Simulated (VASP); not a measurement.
Data:

```
Ge
1.0
    0.00000     2.83195     2.83195
    2.83195     0.00000     2.83195
    2.83195     2.83195     0.00000
Ge
2
Cartesian
  0.00000   0.00000   0.00000
  1.41597   1.41597   1.41597
```

All values below come from PBEsol GGA, VASP's PBE PAW potentials (set 64) (plane waves; VASP). Numerical set-up: 480 eV cut-off, 10×10×10 Γ-centred mesh, first-order Methfessel-Paxton smearing of 0.10 eV, potentials Ge_d.

Energy and stress use the plane-wave basis of the starting cell.

Question: The ions, cell shape and volume at an external pressure of 15.0 GPa are relaxed. What does this cell relax into?

Answer: 
```
Ge
1.0
    0.00000     2.69493     2.69493
    2.69493     0.00000     2.69493
    2.69493     2.69493     0.00000
Ge
2
Direct
  0.00000   0.00000   0.00000
  0.25000   0.25000   0.25000
```
Space group Fd-3m (227), at a tolerance of 0.03 Å.

Question: How do energy and volume change from the first to the last step?

Answer: The energy (σ→0) changes by +129.9 meV/atom and the volume by -13.8 %, in 7 ionic steps.

The compound is Ge in the diamond structure. This run relaxes it under an external pressure of 15 GPa. Symmetry was kept, so distortions that lower it aren't found.
